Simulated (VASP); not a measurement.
Here is a VASP 6.6.1 calculation.

INCAR

```
SYSTEM = Ti2Te2S
PREC = Normal
ENCUT = 520
EDIFF = 1E-4
ISMEAR = 0
SIGMA = 0.15
LREAL = .False.
LASPH = .True.
NELM = 60
ALGO = Fast
ISIF = 3
LWAVE = .False.
LCHARG = .False.
GGA = PE
IBRION = 2
NSW = 24
EDIFFG = -0.08
```

The input KPOINTS:

```
Automatic mesh
0
Gamma
  4 4 4
  0 0 0
```

The input POSCAR:

```
Ti2Te2S
1.0
   -2.8020674900      2.8020674900      4.7461942800
    2.8020674900     -2.8020674900      4.7461942800
    2.8020674900      2.8020674900     -4.7461942800
Ti Te S
2 2 1
Direct
    0.5000000000      0.0000000000      0.5000000000
    0.0000000000      0.5000000000      0.5000000000
    0.7500000000      0.2500000000      0.5000000000
    0.2500000000      0.7500000000      0.5000000000
    0.0000000000      0.0000000000      0.0000000000
```

Potentials or basis: VASP PAW PBE potentials, release 64 (Ti_sv, Te, S).

Run with:

```bash
$ cat potpaw_PBE.64/Ti_sv/POTCAR potpaw_PBE.64/Te/POTCAR potpaw_PBE.64/S/POTCAR > POTCAR
$ mpirun -np 1 vasp_std > vasp.out
```

(1) What does it give for the relaxed volume?

(2) What does it give for the space group after relaxing (to 0.05 Å)?

(3) Estimate the relaxed cell.

(4) Predict the band gap on the k mesh.

Answers

(1) 24.58 Å³/atom.

(2) I4/mmm (No. 139).

(3) a = 6.476 Å, b = 6.476 Å, c = 6.476 Å, α = 137.43°, β = 137.43°, γ = 61.78°.

(4) none (metal or under the smearing width).

Caveat: the k mesh is coarse (spacing up to 0.40 Å⁻¹), so the values aren't converged; the volume moved by over 15 % at a fixed basis, so the end points are rough.
